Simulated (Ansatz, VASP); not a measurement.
## Ba2H3I: VASP beside Ansatz

One calculation is typed for both programs; each brings its own data sets. How far apart do they land? The cell is taken from a series of runs on this material, whose earlier steps may have relaxed, scaled, displaced or heated it; both programs get it as it stands.

Program: Ansatz 0.2.0. Level of theory: plane waves, with VASP 6.6.1 beside it; G0W0 gap at LDA. Results are calculated unless marked as measured.

## 1. The structure

The structure is trigonal, space group P-3m1 (No. 164). Conventional cell: a = 4.536 Å, b = 4.536 Å, c = 8.120 Å, α = 90.00°, β = 90.00°, γ = 120.00°. Nearest to Ba lie 7 H at 2.64 to 3.02 Å and 3 I at 3.66 Å. H has 4 Ba at 2.64 to 2.67 Å nearest. Nearest to H lie 6 H at 2.87 Å and 6 Ba at 3.02 Å. I has 6 Ba at 3.66 Å nearest. Farther neighbours and most contacts between anions are not listed.

## 2. Ansatz: G0W0 gap, LDA

Ansatz runs on its default PAW (the set named soft_2) files.

Quasiparticle shifts depend on high empty states and on the cores, so they are the hardest test of two PAW sets.

Input file input.yaml:

```yaml
crystal:
  lattice:
    - [4.5364032317, 0.0, 0.0]
    - [-2.2682016159, 3.9286404405, 0.0]
    - [0.0, 0.0, 8.11955412]
  atoms:
    - { symbol: Ba, position: [0.6666666667, 0.3333333333, 0.68471938] }
    - { symbol: Ba, position: [0.3333333333, 0.6666666667, 0.31528062] }
    - { symbol: H, position: [0.6666666667, 0.3333333333, 0.35610052] }
    - { symbol: H, position: [0.3333333333, 0.6666666667, 0.64389948] }
    - { symbol: H, position: [0.0, 0.0, 0.5] }
    - { symbol: I, position: [0.0, 0.0, 0.0] }
kpoints:
  mp_grid: { grid: [3, 3, 1] }
hamiltonian:
  xc: lda
scf:
  occupations: { method: fixed }
gw:
  n_empty_bands: 95
  ecut_chi: 114.29
  qp_bands: [v2, c2]
  qp_kpoints: [[0.0, 0.0, 0.0], [0.3333333333333, 0.3333333333333, 0.0]]
  screening: { model: contour_deformation }
```

Launch:

```
> ansatz run input.yaml --threads 1 --pin off --max-ram 1382MiB --backend cpu --events-out ev --progress --plain --runs-dir out
```

Numbers of over 12 decimals in the logs are rounded to 6 here.

The log of the run:

```text
Engine: ansatz 0.2.0, aarch64-unknown-linux-gnu
Pseudopotentials: kind: paw
Pseudopotential: Ba, paw, valence charge 10, recommended cutoff 420 eV (normal), Ba.paw.azcp
Pseudopotential: H, paw, valence charge 1, recommended cutoff 420 eV (normal), H.paw.azcp
Pseudopotential: I, paw, valence charge 17, recommended cutoff 420 eV (normal), I.paw.azcp
Functional definition: SPW92
  exchange = slater_x
  correlation = pw_c
Crystal: 6 atoms, lattice volume = 144.706 Å³
Basis set: ecut = 420 eV, 2877 PW (Γ)
Bands: 26, of which v1, the nominal top of the filled ones, is band 20 counted from 1 (19 counted from 0)
Symmetry: 12 space group operations
Space group: P-3m1 (ITA 164), of the structure as read, at distance tolerance 5.3e-5 Å
k-points: 3 of 9
Non-local potential: Ba, projectors of the file, l = 0: 3, l = 1: 2, l = 2: 2, l = 3: 2
Non-local potential: H, projectors of the file, l = 0: 2, l = 1: 1
Non-local potential: I, projectors of the file, l = 0: 2, l = 1: 2, l = 2: 2, l = 3: 2
PAW form: soft (Blöchl's): semilocal exchange-correlation on the pseudo side does not see the compensation charge
PAW frozen core: Ba, regenerated for the run's functional, and the local potential with it (the file was generated under x = pbe(κ = 0.804, μ = 0.219515), c = pbe(β = 0.066725))
PAW frozen core: I, regenerated for the run's functional, and the local potential with it (the file was generated under x = pbe(κ = 0.804, μ = 0.219515), c = pbe(β = 0.066725))
PAW one-centre angular grid: Ba, 194 points (default); XC on 64 Gauss nodes
PAW one-centre angular grid: H, 110 points (default); XC on 64 Gauss nodes
PAW one-centre angular grid: I, 590 points (default); XC on 64 Gauss nodes
Initial density: superposition of atomic densities (neutral atoms: chi_scale 0, normalization atom), corrected by the library's trained network
Initial wavefunctions: pseudopotential atomic-orbital guess
Functional: x = slater, c = lda
SCF iter   1: F=—  HF=-18967.366391 eV  |F-HF|=—  |Δ(HF+E_count)|=         —  Δρ=7.98e-3  dr2=7.93e-2  ethr=1.77e-3  ⟨swp⟩=5.7  Hψ=327  notcnv=0  defer=10
preconditioner: auto → Resta (q_TF=auto, 2.202 Å⁻¹)  ε∞=2.9  [insulator: Δε(μ)=2.151 eV  Ē_g=11.336 eV  n_scr=22 (ndim 8)  ℏωp=15.7 eV  f_vac=0.001  ε∞_Penn≈2.9]
SCF iter   2: F=—  HF=-18967.343518 eV  |F-HF|=—  |Δ(HF+E_count)|=   2.29e-2  Δρ=3.20e-3  dr2=1.28e-2  ethr=1.98e-4  ⟨swp⟩=2.0  Hψ=120  notcnv=0  defer=11
SCF iter   3: F=—  HF=-18967.340015 eV  |F-HF|=—  |Δ(HF+E_count)|=   3.50e-3  Δρ=4.76e-4  dr2=2.56e-4  ethr=3.20e-5  ⟨swp⟩=3.0  Hψ=115  notcnv=0  defer=11
SCF iter   4: F=—  HF=-18967.339979 eV  |F-HF|=—  |Δ(HF+E_count)|=   3.68e-5  Δρ=1.69e-4  dr2=3.43e-5  ethr=6.41e-7  ⟨swp⟩=2.0  Hψ=127  notcnv=0  defer=11
SCF iter   5: F=—  HF=-18967.339987 eV  |F-HF|=—  |Δ(HF+E_count)|=   8.09e-6  Δρ=2.62e-5  dr2=1.77e-6  ethr=8.59e-8  ⟨swp⟩=2.3  Hψ=95  notcnv=0  defer=10
SCF iter   6: F=-18967.339986 eV  HF=-18967.339986 eV  |F-HF|=4.43e-9  |Δ(HF+E_count)|=   2.26e-7  Δρ=5.77e-6  dr2=4.04e-8  ethr=2.50e-10  ⟨swp⟩=12.0  Hψ=556  notcnv=0
SCF 1 converged in 6 iterations: F = -18967.339986 eV  dr2 = 4.04e-8
  greatest PAW one-centre occupation: 1.000 electrons in one spin orbital (limit 2), on the I atom at site 5 (counted from 0), in its partial waves of l = 2
NSCF: frozen V_eff on 3 k-points
G₀W₀ screening: q 1/3
[... further progress lines ...]
NSCF: frozen V_eff on 1 k-points
NSCF: frozen V_eff on 1 k-points
[...]
SCF converged after 6 iterations
Free energy (F): -18967.339986 eV
Harris-Foulkes:  -18967.339986 eV  (|F-HF|=4.43e-9)
Internal energy: -18967.339986 eV  (E = F + TS)
E sigma→0 (E₀):  -18967.339986 eV
Fermi energy:    6.293925 eV
--- Per-component energies (eV) ---
  E_band       = -514.790642
  E_kinetic    = 564.132035
  E_local      = -2880.386557  (includes V_loc(G=0)·N_el)
  E_nonlocal   = 38.207367
  E_hartree    = 1348.651997
  E_xc         = -487.255136
  E_vxc        = -434.534343  (∫ρ·V_xc dr)
  E_paw        = -14776.996097  (= ΣΔE_a)
  E_vpaw       = -499.513286  (= ΣTr[D̂ρ^β])
  E_aug_tail   = -0.003080  (compensation charges beyond the density's cutoff)
  E_ewald      = -2775.036762
  E_core_change = 1.346246  (= ΣΔE_core)
  E_smearing   = -0.000000  (= −TS)
  E_closure    = 0.000000  (closes the sum)
  Σ components = -18967.339986   (vs F -18967.339986, Δ=0.00e0)
--- Band table (eV) ---
  k-point 0: bands = [... 16 lower, 4.0429, 4.0429, 4.1728, 6.2939, 8.8153, 8.9203, 8.9203, 9.0009, ... 2 higher]
  k-point 1: bands = [... 16 lower, 3.7632, 3.9331, 4.2454, 4.9324, 9.1387, 9.2736, 9.4331, 9.9209, ... 2 higher]
  k-point 2: bands = [... 16 lower, 3.1577, 4.3790, 4.5569, 4.5569, 8.6593, 8.6593, 9.3139, 10.5209, ... 2 higher]
--- G₀W₀: contour deformation, 6 samples at zero and on the imaginary axis and 1 off it, 9 q-points, 95 empty bands' worth ---
  eigenvalues of the whole cell's RPA ε∞ on this k-mesh (on a slab, of 1 + 4πα/V) = 4.1056, 5.1012, 5.1012; static W/v taken at q = 0 is 0.217427
  bands read: the sum over 115 bands ends inside a degenerate multiplet in 2 slots, whose members it reads at an even weight; the widest, k=0: bands 115 to 116 (counted from 1) at 1/2 each
    ik  band        ε_KS         Σx   Σc(E_QP)       V_xc       Z   E_QP_lin       E_QP  E_QP is
     0    19      4.1728   -15.2799     2.6523   -12.0331  0.7483     3.5704     3.5784  root
     0    20      6.2939   -13.4437     2.1115   -10.7512  0.7537     5.7072     5.7130  root
     0    21      8.8153    -5.0392    -3.6683    -9.7616  0.8013     9.8906     9.8694  root
     0    22      8.9203    -5.8321    -3.8031   -10.8527  0.7933    10.1687    10.1379  root
     2    19      4.5569   -15.2176     2.7357   -11.8391  0.7466     3.9047     3.9141  root
     2    20      4.5569   -15.2176     2.7357   -11.8391  0.7466     3.9047     3.9141  root
     2    21      8.6593    -5.2836    -3.7349   -10.1280  0.7968     9.7929     9.7688  root
     2    22      8.6593    -5.2836    -3.7349   -10.1280  0.7968     9.7929     9.7688  root
```

## 3. VASP: G0W0 gap, LDA

The same cell, functional (in two slightly different forms) and mesh now go to VASP, with its own data sets.

Lines of VASP's logs that name or quote its potential files are left out, and so is its time.

The run reads the wave functions of an earlier VASP run, which isn't shown here.

Input file INCAR:

```
SYSTEM = Ba2H3I
PREC = Accurate
ENCUT = 320
ISMEAR = 0
SIGMA = 0.01
LREAL = .FALSE.
GGA = CA
NBANDS = 110
ALGO = EVGW0
NELMGW = 1
ENCUTGW = 114.29
NOMEGA = 64
PRECFOCK = Fast
NBANDSGW = 23
LWAVE = .FALSE.
LCHARG = .FALSE.
```

Input file POSCAR:

```
Ba2H3I
1.0
    4.5364032317      0.0000000000      0.0000000000
   -2.2682016159      3.9286404405      0.0000000000
    0.0000000000      0.0000000000      8.1195541200
Ba H I
2 3 1
Direct
    0.6666666667      0.3333333333      0.6847193800
    0.3333333333      0.6666666667      0.3152806200
    0.6666666667      0.3333333333      0.3561005200
    0.3333333333      0.6666666667      0.6438994800
    0.0000000000      0.0000000000      0.5000000000
    0.0000000000      0.0000000000      0.0000000000
```

Input file KPOINTS:

```
Automatic mesh
0
Gamma
3 3 1
0 0 0
```

PAW data sets: Ba_sv_GW, H_GW and I_GW (LDA family, release 64).

Launch:

```
> export OMP_NUM_THREADS=3
> mpirun -np 1 vasp_std
```

The log of the run:

```text
[banner, memory and clock lines left out]
running    1 mpi-ranks, on    1 nodes
 distrk:  each k-point on    1 cores,    1 groups
 distr:  one band on    1 cores,    1 groups
 Offloading initialized ...    1 GPUs detected
 POSCAR found type information on POSCAR BaH I
 POSCAR found :  3 types and       6 ions
|                                                                             |
|           W    W    AA    RRRRR   N    N  II  N    N   GGGG   !!!           |
|           W    W   A  A   R    R  NN   N  II  NN   N  G    G  !!!           |
|           W    W  A    A  R    R  N N  N  II  N N  N  G       !!!           |
|           W WW W  AAAAAA  RRRRR   N  N N  II  N  N N  G  GGG   !            |
|           WW  WW  A    A  R   R   N   NN  II  N   NN  G    G                |
|           W    W  A    A  R    R  N    N  II  N    N   GGGG   !!!           |
|                                                                             |
|     The default for ENCUTGWSOFT is different in this version of VASP.       |
|     please manually set ENCUTGWSOFT =114.29 in the INCAR file.              |
|                                                                             |

 LDA part: xc-table for (Slater(with rela. corr.)+CA(PZ))
 , standard interpolation
 found WAVECAR, reading the header
 POSCAR, INCAR and KPOINTS ok, starting setup
 FFT: planning ... GRIDC
 FFT: planning ... GRID_SOFT
 FFT: planning ... GRID
 reading WAVECAR
 the WAVECAR file was read successfully
 initial charge from wavefunction
 available memory per node:   1663.33 GB, setting MAXMEM to   1703253

 The Fermi energy was updated, please check that it is located mid-gap
 values below the HOMO (VB) or above the LUMO (CB) will cause erroneous energies
 E-fermi :   4.6169

 calculate exact exchange contribution
 the WAVEDER file was read successfully
energies w=
    0.000    0.000    0.709    0.000    1.416    0.000    2.120    0.000
    2.820    0.000    3.514    0.000    4.200    0.000    4.879    0.000
    5.549    0.000    6.211    0.000    6.863    0.000    7.507    0.000
    8.141    0.000    8.768    0.000    9.386    0.000    9.997    0.000
   10.601    0.000   11.201    0.000   11.795    0.000   12.386    0.000
   12.975    0.000   13.563    0.000   14.151    0.000   14.740    0.000
   15.332    0.000   15.929    0.000   16.532    0.000   17.143    0.000
   17.763    0.000   18.395    0.000   19.040    0.000   19.702    0.000
   20.382    0.000   21.084    0.000   21.810    0.000   22.564    0.000
   23.351    0.000   24.174    0.000   25.038    0.000   25.950    0.000
   26.916    0.000   27.944    0.000   29.043    0.000   30.224    0.000
   31.499    0.000   32.885    0.000   34.398    0.000   36.062    0.000
   37.904    0.000   39.959    0.000   42.268    0.000   44.888    0.000
   47.889    0.000   51.365    0.000   55.441    0.000   60.291    0.000
   66.160    0.000   73.406    0.000   82.574    0.000   94.537    0.000
  110.784    0.000  134.085    0.000  170.232    0.000  233.741    0.000
 responsefunction array rank=     405
 LDA part: xc-table for (Slater(with rela. corr.)+CA(PZ))
 , standard interpolation

 min. memory requirement per mpi rank    453.7 MB, per node    453.7 MB

 allocating  64 responsefunctions rank=   405
 shmem allocating  64 responsefunctions rank=   405
 response function shared by NCSHMEM nodes    1
 Doing            64  frequencies on each core in blocks of            64
NQ=   1    0.0000    0.0000    0.0000,
|.........|.........|.........|.........|.........|.........|.........|.........
 performed         40000 updates of chi_q(r,r)
 total number of BLAS operations         48.92 Gflops
NQ=   2    0.3333    0.0000    0.0000,
|.........|.........|.........|.........|.........|.........|.........|.........
 performed        111000 updates of chi_q(r,r)
 total number of BLAS operations        142.34 Gflops
NQ=   3    0.3333    0.3333    0.0000,
|.........|.........|.........|.........|.........|.........|.........|.........
 performed        161000 updates of chi_q(r,r)
 total number of BLAS operations        208.21 Gflops
 resolving degeneracies of screened two electron integrals

 calculate QP shifts <psi_nk| G(iteration)W_0 |psi_nk>: iteration 1
 entering main loop
```

From OUTCAR (step 3):

```text
ion  position               nearest neighbor table
   1  0.667  0.333  0.685-
   2  0.333  0.667  0.315-
   3  0.667  0.333  0.356-
   4  0.333  0.667  0.644-
   5  0.000  0.000  0.500-
   6  0.000  0.000  0.000-

  LATTYP: Found a hexagonal cell.
 ALAT       =     4.5364032317
 C/A-ratio  =     1.7898660470

 Subroutine GETGRP returns: Found 12 space group operations
 (whereof 12 operations were pure point group operations)

The static configuration has the point symmetry D_3d.

 Found      3 irreducible k-points:

   k-points           NKPTS =      3   k-points in BZ     NKDIM =      9   number of bands    NBANDS=    110

   dimension x,y,z NGX =    28 NGY =   28 NGZ =   48
   dimension x,y,z NGXF=    56 NGYF=   56 NGZF=   96

   ENCUT  =  320.0 eV  23.52 Ry    4.85 a.u.   6.62  6.62 11.84*2*pi/ulx,y,z

   NELECT =      30.0000    total number of electrons

  energy-cutoff  :      320.00
  volume of cell :      144.71
      direct lattice vectors                 reciprocal lattice vectors
     4.536403232  0.000000000  0.000000000     0.220438958  0.127270492 -0.000000000
    -2.268201616  3.928640441  0.000000000     0.000000000  0.254540983  0.000000000
     0.000000000  0.000000000  8.119554120     0.000000000 -0.000000000  0.123159472

 k-points in reciprocal lattice and weights: Automatic mesh
   0.00000000  0.00000000  0.00000000       0.111
   0.33333333  0.00000000  0.00000000       0.667
   0.33333333  0.33333333  0.00000000       0.222

 E-fermi :   4.6169

 QP shifts <psi_nk| G(iteration)W_0 |psi_nk>: iteration 1
 for sc-GW calculations column KS-energies equals QP-energies in previous step
 and V_xc(KS)=  KS-energies - (<T + V_ion + V_H > + <T+V_H+V_ion>^1  + <V_x>^1)
 k-point   1 :       0.0000    0.0000    0.0000
  band No.  KS-energies  QP-energies   sigma(KS)   V_xc(KS)     V^pw_x(r,r')   Z            occupation Imag(sigma)
    ...
     12       1.1824       0.6110     -12.0387     -11.2974     -14.1614       0.7707       2.0000       0.0984
     13       1.1824       0.6110     -12.0387     -11.2974     -14.1614       0.7707       2.0000       0.0984
     14       1.3167       0.6956     -11.6353     -10.7960     -14.0409       0.7401       2.0000       0.1184
     15       3.4451       2.8544     -11.2694     -10.4828     -13.1483       0.7508       2.0000       0.0877
     16       5.9454       6.9906      -7.1597      -8.4878      -3.7779       0.7870       0.0000      -0.0983
     17       6.0439       7.2717      -7.9676      -9.5412      -4.5305       0.7802       0.0000      -0.1023
     18       6.0439       7.2717      -7.9676      -9.5412      -4.5305       0.7802       0.0000      -0.1023
     19       6.1229       7.3001      -7.8825      -9.3895      -4.5465       0.7811       0.0000      -0.0981
    ...

 k-point   2 :       0.3333    0.0000    0.0000
  band No.  KS-energies  QP-energies   sigma(KS)   V_xc(KS)     V^pw_x(r,r')   Z            occupation Imag(sigma)
    ...
     12       0.9020       0.2919     -11.8808     -11.0902     -14.0402       0.7716       2.0000       0.1020
     13       1.0788       0.4479     -11.0962     -10.2301     -13.6543       0.7284       2.0000       0.1410
     14       1.3940       0.7225     -11.6113     -10.7029     -14.1570       0.7392       2.0000       0.1244
     15       2.0790       1.4867     -11.2034     -10.4088     -13.3934       0.7454       2.0000       0.1080
     16       6.2684       7.3956      -7.4395      -8.8819      -3.9540       0.7815       0.0000      -0.1053
     17       6.3988       7.5715      -7.5826      -9.0878      -4.0505       0.7791       0.0000      -0.1062
     18       6.5569       7.8213      -8.1187      -9.7614      -4.5849       0.7697       0.0000      -0.1109
     19       7.0506       8.2360      -7.9268      -9.4540      -4.4477       0.7762       0.0000      -0.1106
    ...

 k-point   3 :       0.3333    0.3333    0.0000
  band No.  KS-energies  QP-energies   sigma(KS)   V_xc(KS)     V^pw_x(r,r')   Z            occupation Imag(sigma)
    ...
     12       0.2975      -0.3171     -11.7868     -10.9866     -13.9934       0.7681       2.0000       0.1053
     13       1.5201       0.9034     -10.7914      -9.9440     -13.2320       0.7276       2.0000       0.1326
     14       1.7056       1.0467     -11.7858     -10.8979     -14.2686       0.7421       2.0000       0.1166
     15       1.7056       1.0467     -11.7858     -10.8979     -14.2686       0.7421       2.0000       0.1166
     16       5.7887       6.9049      -7.4762      -8.8995      -4.0559       0.7842       0.0000      -0.0992
     17       5.7887       6.9049      -7.4762      -8.8995      -4.0559       0.7842       0.0000      -0.0992
     18       6.4417       7.7370      -7.8417      -9.5121      -4.1753       0.7754       0.0000      -0.1129
     19       7.6460       8.9328      -7.8209      -9.4953      -4.0667       0.7685       0.0000      -0.1274
    ...
```

## 4. Differences

Known differences besides the potentials themselves: the two LDA forms differ slightly; fixed occupations in Ansatz, narrow Gaussian smearing in VASP; the data sets hold 40 valence electrons in Ansatz (on its default PAW (the set named soft_2) files) and 30 in VASP; the cutoff is 420 eV in Ansatz and 320 eV in VASP; VASP's log shows a relativistic correction to its local exchange, Ansatz's none; Ansatz integrates over frequency by contour deformation, VASP on a grid of NOMEGA points; Ansatz's G0W0 levels solve the quasiparticle equation, VASP's are linearised. Total energies have different zeros and are not compared.

Compared:

| quantity | Ansatz | VASP | difference |
| --- | --- | --- | --- |
| G0W0 gap on the mesh (eV) | 4.06 | 4.05 | +0.01 |
| Kohn-Sham gap under it (eV) | 2.37 | 2.34 | +0.02 |

## 5. Results

```
difference in G0W0 gap on the mesh (G0W0 gap, LDA) : 0.0053 eV
```

**Reading.** The difference in G0W0 gap on the mesh is 0.0053 eV (G0W0 gap, LDA). The data sets hold unlike numbers of valence electrons (40 in Ansatz and 30 in VASP), so part of the differences comes from the potentials. Such differences can come from data sets, numerical settings and the points named under the comparisons, not from the functional's error against experiment.

[Lines on the potential files, build, host, timing and source positions are cut from VASP's logs without a mark.]

[Logs are printed without paths, hosts, clocks, repeated set-up lines and the standing remarks that a program may print on its own settings, such as how far it seeks lower states.]

[Hosts, paths, dates, database ids (printed as entryN), source tags and the programs' standing remarks are cut or masked in the printed files.]
